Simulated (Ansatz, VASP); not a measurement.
# TiSeS: VASP beside Ansatz

Wanted: the spread between two codes on one cell, functional and k mesh. The cell is taken from a series of runs on this material, whose earlier steps may have relaxed, scaled, displaced or heated it; both programs get it as it stands.

Program: Ansatz 0.2.0. Level of theory: plane waves, with VASP 6.6.1 beside it; single point at LDA. Results are calculated unless marked as measured.

**1. The starting structure**

The cell holds 3 atoms: 1 Ti, 1 S and 1 Se. Cell: a = 3.500 Å, b = 3.500 Å, c = 20.000 Å, α = 90.0°, β = 90.0°, γ = 120.0°. Vacuum lies along c.

**2. VASP: single point, LDA, pair 1**

A single point gives forces, pressure and levels at one fixed geometry, so differences don't come from the geometry; what else differs is listed under the comparison.

Lines of VASP's logs that name or quote its potential files are left out, and so is its time.

File INCAR:

```
SYSTEM = TiSeS
PREC = Accurate
ENCUT = 400
EDIFF = 1E-06
NELM = 120
ISMEAR = 0
SIGMA = 0.1
LREAL = .FALSE.
ALGO = Normal
GGA = PW92
NBANDS = 18
LASPH = .TRUE.
LORBIT = 11
LWAVE = .FALSE.
LCHARG = .FALSE.
ISIF = 2
LDIPOL = .TRUE.
IDIPOL = 3
DIPOL = 0.5 0.5 0.498
LVHAR = .TRUE.
GGA_COMPAT = .FALSE.
NELMDL = -8
KPAR = 2
```

File POSCAR:

```
TiSeS
1.0
    3.5000000000      0.0000000000      0.0000000000
   -1.7500000000      3.0310900000      0.0000000000
    0.0000000000      0.0000000000     20.0000000000
Ti S Se
1 1 1
Direct
    0.0000000000      0.0000000000      0.5000000000
    0.3333333333      0.6666666667      0.5750000000
    0.6666666667      0.3333333333      0.4200000000
```

File KPOINTS:

```
Automatic mesh
0
Gamma
6 6 1
0 0 0
```

The projector-augmented-wave data sets are Ti_sv, S and Se (LDA family, release 64).

On the command line:

```sh
> mpirun -np 2 vasp_std
```

Numbers of over 12 decimals in the logs are rounded to 6 here.

Log:

```text
[banner, memory and clock lines left out]
running    2 mpi-ranks, on    1 nodes
 distrk:  each k-point on    1 cores,    2 groups
 distr:  one band on    1 cores,    1 groups

 POSCAR found type information on POSCAR TiS Se
 POSCAR found :  3 types and       3 ions
|                                                                             |
|               ----> ADVICE to this user running VASP <----                  |
|                                                                             |
|     You enforced a specific xc type in the INCAR file but a different       |
|     [... a line on the potential file left out ...]
|     I HOPE YOU KNOW WHAT YOU ARE DOING!                                     |
|                                                                             |

 LDA part: xc-table for (Slater(with rela. corr.)+PW92), standard interpolation
 POSCAR, INCAR and KPOINTS ok, starting setup
 FFT: planning ... GRIDC
 FFT: planning ... GRID_SOFT
 FFT: planning ... GRID
 WAVECAR not read
 entering main loop
       N       E                     dE             d eps       ncg     rms          rms(c)
DAV:   1     0.143782415231E+03    0.14378E+03   -0.10415E+04   316   0.896E+02
DAV:   2    -0.252278017787E+01   -0.14631E+03   -0.14301E+03   324   0.240E+02
DAV:   3    -0.235190748424E+02   -0.20996E+02   -0.20192E+02   434   0.772E+01
DAV:   4    -0.243989302668E+02   -0.87986E+00   -0.87673E+00   344   0.150E+01
DAV:   5    -0.244536214142E+02   -0.54691E-01   -0.54671E-01   398   0.317E+00
DAV:   6    -0.244541953974E+02   -0.57398E-03   -0.57388E-03   360   0.405E-01
DAV:   7    -0.244542174461E+02   -0.22049E-04   -0.22048E-04   400   0.631E-02
DAV:   8    -0.244542176284E+02   -0.18222E-06   -0.18216E-06   352   0.692E-03    0.127E+01
DAV:   9    -0.226353211635E+02    0.18189E+01   -0.37603E+01   308   0.455E+01    0.139E+01
DAV:  10    -0.213417860568E+02    0.12935E+01   -0.34019E+01   338   0.384E+01    0.615E+00
DAV:  11    -0.207320577984E+02    0.60973E+00   -0.40402E+00   290   0.157E+01    0.188E+00
DAV:  12    -0.207266449171E+02    0.54129E-02   -0.12782E-01   316   0.264E+00    0.140E+00
DAV:  13    -0.206998363059E+02    0.26809E-01   -0.12359E-01   328   0.248E+00    0.414E-01
DAV:  14    -0.207011272287E+02   -0.12909E-02   -0.11023E-02   286   0.807E-01    0.383E-01
[...]
DAV:  21    -0.206997497501E+02   -0.93493E-04   -0.72387E-06   296   0.141E-02    0.571E-03
DAV:  22    -0.206997715268E+02   -0.21777E-04   -0.95746E-07   246   0.398E-03    0.350E-03
DAV:  23    -0.206997847644E+02   -0.13238E-04   -0.15232E-06   270   0.624E-03    0.145E-03
DAV:  24    -0.206997899916E+02   -0.52272E-05   -0.58538E-07   230   0.280E-03    0.101E-03
DAV:  25    -0.206997959012E+02   -0.59096E-05   -0.19340E-07   204   0.151E-03    0.125E-03
DAV:  26    -0.206997997684E+02   -0.38672E-05   -0.15669E-07   206   0.249E-03    0.545E-04
DAV:  27    -0.206998032202E+02   -0.34517E-05   -0.17376E-07   208   0.170E-03    0.404E-04
DAV:  28    -0.206998034647E+02   -0.24449E-06   -0.11317E-08   168   0.730E-04
   1 F= -.20699803E+02 E0= -.20696744E+02  d E =-.611815E-02
```

OUTCAR, selected parts (step 2):

```text
ion  position               nearest neighbor table
   1  0.000  0.000  0.500-   2 2.52   2 2.52   2 2.52   3 2.58   3 2.58   3 2.58
   2  0.333  0.667  0.575-   1 2.52   1 2.52   1 2.52
   3  0.667  0.333  0.420-   1 2.58   1 2.58   1 2.58

  LATTYP: Found a hexagonal cell.
 ALAT       =     3.5000000000
 C/A-ratio  =     5.7142857143

 Subroutine GETGRP returns: Found  6 space group operations
 (whereof  6 operations were pure point group operations)

The static configuration has the point symmetry C_3v.

 Found      7 irreducible k-points:

   k-points           NKPTS =      7   k-points in BZ     NKDIM =      7   number of bands    NBANDS=     18

   dimension x,y,z NGX =    24 NGY =   24 NGZ =  140
   dimension x,y,z NGXF=    48 NGYF=   48 NGZF=  280

   ENCUT  =  400.0 eV  29.40 Ry    5.42 a.u.   5.71  5.71 32.61*2*pi/ulx,y,z

   NELECT =      24.0000    total number of electrons

 k-points in reciprocal lattice and weights: Automatic mesh
   0.00000000  0.00000000  0.00000000       0.028
   0.16666667 -0.00000000  0.00000000       0.167
   0.33333333 -0.00000000  0.00000000       0.167
   0.50000000 -0.00000000  0.00000000       0.083
   0.16666667  0.16666667  0.00000000       0.167
   0.33333333  0.16666667  0.00000000       0.333
   0.33333333  0.33333333  0.00000000       0.056

 dipolmoment           0.000000      0.000000      0.026196 electrons x Angstroem

 average (electrostatic) potential at core
       1 -84.4561       2 -94.2289       3 -66.7053

 E-fermi :  -2.7568

 k-point     1 :       0.0000    0.0000    0.0000
  band No.  band energies     occupation
    ...
      6     -15.0136      2.00000
      7      -7.0746      2.00000
      8      -4.8858      2.00000
      9      -4.8858      2.00000
     10      -4.1740      2.00000
     11      -2.3815      0.00000
     12      -2.3815      0.00000
     13      -2.2631      0.00000
     14      -2.2631      0.00000
     15      -1.9471      0.00000
    ...

 k-point     2 :       0.1667   -0.0000    0.0000
  band No.  band energies     occupation
    ...
      8      -5.6862      2.00000
      9      -4.8271      2.00000
     10      -4.2894      2.00000
     11      -3.7107      2.00000
     12      -3.2761      2.00000
     13      -2.2636      0.00000
     14      -1.5097      0.00000
     15      -1.4277      0.00000
     16      -0.1770      0.00000
     17       0.4218      0.00000
    ...

 k-point     3 :       0.3333   -0.0000    0.0000
  band No.  band energies     occupation
    ...
      8      -6.3232      2.00000
      9      -5.7176      2.00000
     10      -4.8827      2.00000
     11      -4.1840      2.00000
     12      -3.7277      2.00000
     13      -2.6235      0.05929
     14      -1.3421      0.00000
     15      -1.1345      0.00000
     16       0.2243      0.00000
     17       0.4397      0.00000
    ...

  Total       -3.8717826     -3.8717854     -3.8883029      0.0000000      0.0000000      0.0000000
  in kB      -29.2364525    -29.2364734    -29.3611996      0.0000000      0.0000000      0.0000000
  external PRESSURE =     -29.2780418 kB  Pullay stress =       0.0000000 kB

  energy-cutoff  :      400.00
  volume of cell :      212.18
      direct lattice vectors                 reciprocal lattice vectors
     3.500000000  0.000000000  0.000000000     0.285714286  0.164957161  0.000000000
    -1.750000000  3.031090000  0.000000000     0.000000000  0.329914321  0.000000000
     0.000000000  0.000000000 20.000000000     0.000000000  0.000000000  0.050000000

 POSITION                                       TOTAL-FORCE (eV/Angst)
 -----------------------------------------------------------------------------------
      0.00000      0.00000     10.00000        -0.000000      0.000000      1.093974
     -0.00000      2.02073     11.50000         0.000000      0.000000     -1.793478
      1.75000      1.01036      8.40000        -0.000000     -0.000000      0.699504
 -----------------------------------------------------------------------------------
    total drift:                                0.000000     -0.000002     -0.000307

  FREE ENERGIE OF THE ION-ELECTRON SYSTEM (eV)
  ---------------------------------------------------
  free  energy   TOTEN  =       -20.6998034647 eV

  energy  without entropy=      -20.6936853163  energy(sigma->0) =      -20.69674439

 vacuum level on the upper side and lower side of the slab         3.345         2.898

 total charge
# of ion       s       p       d       tot
------------------------------------------
    1        2.175   6.153   1.791  10.119
    2        1.356   2.306   0.000   3.662
    3        1.478   2.337   0.031   3.846
--------------------------------------------------
tot          5.009  10.795   1.822  17.626

[... 3 further parts left out ...]
```

The run ends at a pressure of -2.93 GPa, with forces up to 1.8 eV/Å.

**3. Ansatz: single point, LDA, pair 1**

Ansatz runs on its default PAW (the set named soft_2) files.

The same cell, functional (in two slightly different forms), mesh and smearing now go to Ansatz, which takes its cutoff from its data sets.

File input.yaml:

```yaml
crystal:
  lattice:
    - [3.5, 0.0, 0.0]
    - [-1.75, 3.03109, 0.0]
    - [0.0, 0.0, 20.0]
  atoms:
    - { symbol: Ti, position: [0.0, 0.0, 0.5] }
    - { symbol: S, position: [0.333333, 0.666667, 0.575] }
    - { symbol: Se, position: [0.666667, 0.333333, 0.42] }
  periodic: [true, true, false]
kpoints:
  mp_grid: { grid: [6, 6, 1] }
hamiltonian:
  xc: lda
scf:
  occupations: { method: gaussian, width: 0.1 }
output:
  forces: true
  stress: true
  eigenvalues: true
```

On the command line:

```sh
> ansatz run input.yaml --threads 8 --pin off --max-ram 14336MiB --backend cpu --events-out ev --progress --plain --runs-dir out
```

Log:

```text
Warning: crystal.periodic: the lattice vector that does not repeat stood 0.000° off the slab's normal, 20.000 Å along it as the deck builds it. The run solves the slab on a vector along the normal, 30.000 Å long, with every atom where it was (on the deck's vector they left 16.90 Å outside them, and the widest stretch free of ions among them is 1.60 Å). A fractional position that the run reports is one of the run's ce [...]
Warning: the atoms were moved onto the symmetric positions of the space group found under crystal.symmetry.tolerance 1.0e-5 (fractional; no operation is sought that the atoms, as they stand in a round, miss by more than twice it, and no atom is moved by as much as it), and the run uses the moved positions. Before a round's move an operation carried an atom to 3.50e-6 Å from where it should land, the largest such dist [...]
crystal.periodic: the lattice vector that does not repeat stood 0.000° off the slab's normal, 20.000 Å along it as the deck builds it. The run solves the slab on a vector along the normal, 30.000 Å long, with every atom where it was (on the deck's vector they left 16.90 Å outside them, and the widest stretch free of ions among them is 1.60 Å). A fractional position that the run reports is one of the run's cell, which [...]
Engine: ansatz 0.2.0, aarch64-unknown-linux-gnu
Pseudopotentials: kind: paw
Pseudopotential: Ti, paw, valence charge 12, recommended cutoff 420 eV (normal), Ti.paw.azcp
Pseudopotential: S, paw, valence charge 6, recommended cutoff 420 eV (normal), S.paw.azcp
Pseudopotential: Se, paw, valence charge 16, recommended cutoff 420 eV (normal), Se.paw.azcp
Functional definition: SPW92
  exchange = slater_x
  correlation = pw_c
Crystal: 3 atoms, lattice volume = 318.264 Å³
Basis set: ecut = 420 eV, 6215 PW (Γ)
Bands: 21, of which v1, the nominal top of the filled ones, is band 17 counted from 1 (16 counted from 0)
Symmetry: 6 space group operations
Space group: P3m1 (ITA 156), of the structure as read, at distance tolerance 6.8e-5 Å
k-points: 7 of 36 (time reversal used)
Non-local potential: Ti, projectors of the file, l = 0: 3, l = 1: 2, l = 2: 3, l = 3: 1
Non-local potential: S, projectors of the file, l = 0: 2, l = 1: 2, l = 2: 2
Non-local potential: Se, projectors of the file, l = 0: 2, l = 1: 2, l = 2: 3, l = 3: 1
PAW form: soft (Blöchl's): semilocal exchange-correlation on the pseudo side does not see the compensation charge
PAW frozen core: Ti, regenerated for the run's functional, and the local potential with it (the file was generated under x = pbe(κ = 0.804, μ = 0.219515), c = pbe(β = 0.066725))
PAW frozen core: S, regenerated for the run's functional, and the local potential with it (the file was generated under x = pbe(κ = 0.804, μ = 0.219515), c = pbe(β = 0.066725))
PAW frozen core: Se, regenerated for the run's functional, and the local potential with it (the file was generated under x = pbe(κ = 0.804, μ = 0.219515), c = pbe(β = 0.066725))
PAW one-centre angular grid: Ti, 590 points (default); XC on 64 Gauss nodes
PAW one-centre angular grid: S, 110 points (default); XC on 64 Gauss nodes
PAW one-centre angular grid: Se, 590 points (default); XC on 64 Gauss nodes
Initial density: superposition of atomic densities (neutral atoms: chi_scale 0, normalization atom), corrected by the library's trained network
Initial wavefunctions: pseudopotential atomic-orbital guess
Functional: x = slater, c = lda
SCF iter   1: F=—  HF=-8706.445113 eV  |F-HF|=—  |Δ(HF+E_count)|=         —  Δρ=3.83e-3  dr2=2.75e-1  ethr=1.77e-3  ⟨swp⟩=10.6  Hψ=934  notcnv=0
preconditioner: auto → LDOS  [insulator: Δε(μ)=0.149 eV  Ē_g=6.453 eV  σ=0.100 eV  W_gap=0.57  n_scr=16 (ndim 8)  ℏωp=8.3 eV  f_vac=0.771  D(μ)=1.25/eV (n_scr^D=8)  ε∞_Penn≈2.7  β→1.0]
SCF iter   2: F=—  HF=-8706.463766 eV  |F-HF|=—  |Δ(HF+E_count)|=   1.87e-2  Δρ=4.37e-3  dr2=4.46e-1  ethr=8.10e-4  ⟨swp⟩=3.1  Hψ=274  notcnv=0
SCF iter   3: F=—  HF=-8706.424837 eV  |F-HF|=—  |Δ(HF+E_count)|=   3.89e-2  Δρ=1.24e-3  dr2=2.17e-2  ethr=8.10e-4  ⟨swp⟩=2.0  Hψ=200  notcnv=0
SCF iter   4: F=—  HF=-8706.422898 eV  |F-HF|=—  |Δ(HF+E_count)|=   1.94e-3  Δρ=4.87e-4  dr2=1.79e-3  ethr=6.37e-5  ⟨swp⟩=2.6  Hψ=205  notcnv=0
SCF iter   5: F=—  HF=-8706.422765 eV  |F-HF|=—  |Δ(HF+E_count)|=   1.32e-4  Δρ=7.03e-5  dr2=1.27e-5  ethr=5.27e-6  ⟨swp⟩=2.4  Hψ=205  notcnv=0
SCF iter   6: F=—  HF=-8706.422830 eV  |F-HF|=—  |Δ(HF+E_count)|=   6.48e-5  Δρ=1.98e-5  dr2=1.82e-6  ethr=3.73e-8  ⟨swp⟩=3.4  Hψ=326  notcnv=0
SCF iter   7: F=—  HF=-8706.422832 eV  |F-HF|=—  |Δ(HF+E_count)|=   1.61e-6  Δρ=6.84e-6  dr2=2.14e-7  ethr=5.36e-9  ⟨swp⟩=2.6  Hψ=236  notcnv=0
SCF iter   8: F=-8706.422832 eV  HF=-8706.422832 eV  |F-HF|=2.41e-8  |Δ(HF+E_count)|=   9.70e-8  Δρ=1.51e-6  dr2=6.84e-9  ethr=2.94e-10  ⟨swp⟩=10.1  Hψ=779  notcnv=0
SCF 1 converged in 8 iterations: F = -8706.422832 eV  dr2 = 6.84e-9
  greatest PAW one-centre occupation: 1.000 electrons in one spin orbital (limit 2), on the Se atom at site 2 (counted from 0), in its partial waves of l = 2
SCF converged after 8 iterations
Free energy (F): -8706.422832 eV
Harris-Foulkes:  -8706.422832 eV  (|F-HF|=2.41e-8)
Internal energy: -8706.416702 eV  (E = F + TS)
E sigma→0 (E₀):  -8706.419767 eV
Entropy (-TS):   -0.006129 eV (-2.043 meV/atom)
Fermi energy:    -5.875621 eV
--- Per-component energies (eV) ---
  E_band       = -1067.777408
  E_kinetic    = 493.389803
  E_local      = -63175.942172  (includes V_loc(G=0)·N_el)
  E_nonlocal   = -549.650209
  E_hartree    = 31215.878145
  E_xc         = -295.198857
  E_vxc        = -306.138987  (∫ρ·V_xc dr)
  E_paw        = -3393.150614  (= ΣΔE_a)
  E_vpaw       = 38.803034  (= ΣTr[D̂ρ^β])
  E_aug_tail   = -0.000523  (compensation charges beyond the density's cutoff)
  E_ewald      = 26995.561215
  E_core_change = 2.696510  (= ΣΔE_core)
  E_smearing   = -0.006129  (= −TS)
  E_closure    = 0.000000  (closes the sum)
  Σ components = -8706.422832   (vs F -8706.422832, Δ=0.00e0)
--- Forces (eV/Å), atoms counted from 1 ---
  atom   1  Ti     0.00000000    -0.00000000     1.07930776
  atom   2  S     -0.00000000    -0.00000000    -1.80898527
  atom   3  Se     0.00000000     0.00000000     0.72877802
  max |Σ_I F_I| component: 8.99e-4 eV/Å
--- 2D stress c σ (N/m, compression-positive) ---
       -5.814587       0.000000       0.000000
        0.000000      -5.814587       0.000000
        0.000000       0.000000       0.000000
  P = ½ c Tr σ = -5.8146 N/m
--- Band table (eV; the first three rows and the last of 7) ---
  k-point 0: bands = [... 13 lower, -8.0076, -7.2979, -5.5061, -5.5061, -5.3796, -5.3796, -5.0655, -2.5326]
  k-point 1: bands = [... 13 lower, -7.9491, -7.4150, -6.8352, -6.3981, -5.3820, -4.6280, -4.5455, -3.2970]
  k-point 2: bands = [... 13 lower, -8.8397, -8.0049, -7.3078, -6.8510, -5.7425, -4.4578, -4.2511, -2.8949]
  k-point 6: bands = [... 13 lower, -9.5682, -8.4247, -8.0826, -8.0751, -4.7110, -4.4786, -4.4313, -3.0517]
```

**4. Differences**

Known differences besides the potentials themselves: Ansatz cuts the interaction across the vacuum, VASP repeats the sheet with a dipole correction; the data sets hold 34 valence electrons in Ansatz (on its default PAW (the set named soft_2) files) and 24 in VASP; the cutoff is 420 eV in Ansatz and 400 eV in VASP; VASP's log shows a relativistic correction to its local exchange, Ansatz's none. Total energies have different zeros and are not compared.

Forces (eV/Å; atoms numbered as in POSCAR):

```
atom        Ansatz x, y, z          VASP x, y, z
 Ti1   0.000, 0.000, 1.079   0.000, 0.000, 1.094
  S2  0.000, 0.000, -1.809  0.000, 0.000, -1.793
 Se3   0.000, 0.000, 0.729   0.000, 0.000, 0.700
```

The forces differ by 12 meV/Å r.m.s., which is 1.6 % of the r.m.s. force of 0.738 eV/Å (both taken over all components). With vacuum in the cell, a pressure given here is an average over mostly empty space and none of the material.

**5. Ansatz: single point, LDA, pair 2**

A single point gives forces, pressure and levels at one fixed geometry, so differences don't come from the geometry; what else differs is listed under the comparison. This pair takes another cell of the material, with 6 atoms against 3 for the pair before.

The cell is taken from a series of runs on this material, whose earlier steps may have relaxed, scaled, displaced or heated it; both programs get it as it stands.

File input.yaml:

```yaml
crystal:
  lattice:
    - [3.3719743376, 0.0, 0.0]
    - [-1.0e-10, 5.8404308746, 0.0]
    - [0.0, 0.0, 30.0]
  atoms:
    - { symbol: Ti, position: [0.0, 0.0, 0.3353054908] }
    - { symbol: Ti, position: [0.5, 0.5, 0.3353054908] }
    - { symbol: S, position: [0.0, 0.3333333333, 0.3799585079] }
    - { symbol: S, position: [0.5, 0.8333333333, 0.3799585079] }
    - { symbol: Se, position: [0.5, 0.1666666667, 0.281402668] }
    - { symbol: Se, position: [0.0, 0.6666666667, 0.281402668] }
  periodic: [true, true, false]
kpoints:
  mp_grid: { grid: [10, 6, 1] }
hamiltonian:
  xc: lda
scf:
  occupations: { method: methfessel_paxton, width: 0.15 }
output:
  forces: true
  stress: true
  eigenvalues: true
```

Log:

```text
[...]
Crystal: 6 atoms, lattice volume = 590.813 Å³
Basis set: ecut = 420 eV, 11609 PW (Γ)
Bands: 41, of which v1, the nominal top of the filled ones, is band 34 counted from 1 (33 counted from 0)
Symmetry: 4 space group operations
[...]
k-points: 24 of 60 (time reversal used)
[...]
k-point 0: bands = [... 30 lower, -7.3291, -6.6173, -5.6659, -5.1340, -5.1295, -5.0000, -4.9998, -4.6274, ... 3 higher]
  k-point 1: bands = [... 30 lower, -7.0771, -6.6185, -5.9559, -5.6385, -5.6221, -4.9281, -4.5235, -4.3310, ... 3 higher]
  k-point 2: bands = [... 30 lower, -7.2079, -6.7278, -6.5913, -6.1251, -5.5030, -5.0585, -4.1356, -4.0826, ... 3 higher]
  k-point 23: bands = [... 30 lower, -7.6395, -7.6395, -6.6171, -6.6171, -5.6693, -5.6693, -4.0022, -4.0022, ... 3 higher]
[key lines of the parts left out:]
SCF converged after 8 iterations
Free energy (F): -17413.461546 eV
Fermi energy:    -5.626754 eV
P = ½ c Tr σ = 0.0862 N/m
```

(Part 1 of 2 ends here.)

[Lines on the potential files, build, host, timing and source positions are cut from VASP's logs without a mark.]

[Logs are printed without paths, hosts, clocks, repeated set-up lines and the standing remarks that a program may print on its own settings, such as how far it seeks lower states.]

[Hosts, paths, dates, database ids (printed as entryN), source tags and the programs' standing remarks are cut or masked in the printed files.]
